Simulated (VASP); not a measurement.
Given:

```
In2Se3
1.0
    3.94942    -0.00180     0.00276
    1.97155     3.42441     0.00277
    0.02180     0.03073     9.42759
In Se
2 3
Direct
  0.33289   0.33279   0.80437
  0.66711   0.66721   0.19563
  0.00000   0.00000   0.00000
  0.33337   0.33191   0.33782
  0.66663   0.66809   0.66218
```

Method: PBEsol GGA, VASP's PBE PAW potentials (set 64) (plane waves; VASP 6.6.1). Settings: 400 eV cut-off, Gaussian smearing of 0.050 eV, potentials In_d Se.

Without a dispersion term in the relaxation, distances and binding between the weakly bound layers, chains or molecules are unreliable, and so is what depends on them.

### Question
Give the energies of bands 14 to 25 at the high-symmetry points, in eV from the Fermi level.

### Answer

```tsv
band	Γ	X	Z	T	V
14	-5.33	-6.01	-6.01	-6.12	-6.12
15	-3.81	-5.26	-5.26	-5.05	-5.05
16	-0.72	-4.46	-4.46	-4.25	-4.25
17	-0.70	-2.34	-2.33	-2.54	-2.54
18	-0.49	-2.11	-2.10	-2.46	-2.46
19	-0.47	-1.75	-1.76	-2.24	-2.24
20	-0.21	-1.32	-1.31	-1.59	-1.60
21	-0.20	-0.93	-0.93	-0.33	-0.34
22	-0.13	-0.57	-0.57	-0.18	-0.17
23	0.77	-0.14	-0.14	0.51	0.51
24	2.98	2.89	2.89	2.26	2.25
25	3.01	3.88	3.89	3.36	3.35
```

It has no gap at this level: it comes out as a metal or semimetal.

The structure comes from a computed database's In2Se3 entry; how it stands against other phases isn't given here. It was relaxed first, which changed the volume by -6 %.
